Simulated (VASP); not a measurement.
Crystal: W.

```xyz
1
Lattice="-1.5823 1.5823 1.5823 1.5823 -1.5823 1.5823 1.5823 1.5823 -1.5823" Properties=species:S:1:pos:R:3 pbc="T T T"
W     0.0000    0.0000    0.0000
```

Base run:

- Program: VASP 6.6.1
- Functional: PBE
- Potentials or basis: VASP PAW PBE potentials, release 64 (W_sv)
- Cutoff: 300 eV
- k mesh: 14 × 14 × 14
- Occupations: gaussian, width 0.1 eV
- Spin: no spin polarisation

Its results: band gap on the k mesh none (metal or under the smearing width); pressure 5.7 GPa.

**Question.** The run is repeated on the same cell with these changes: cutoff from 300 eV to 350 eV. What comes out?

**Answer.** Band gap on the k mesh none (metal or under the smearing width); pressure 6.3 GPa.

Not every run made on this cell is shown here.
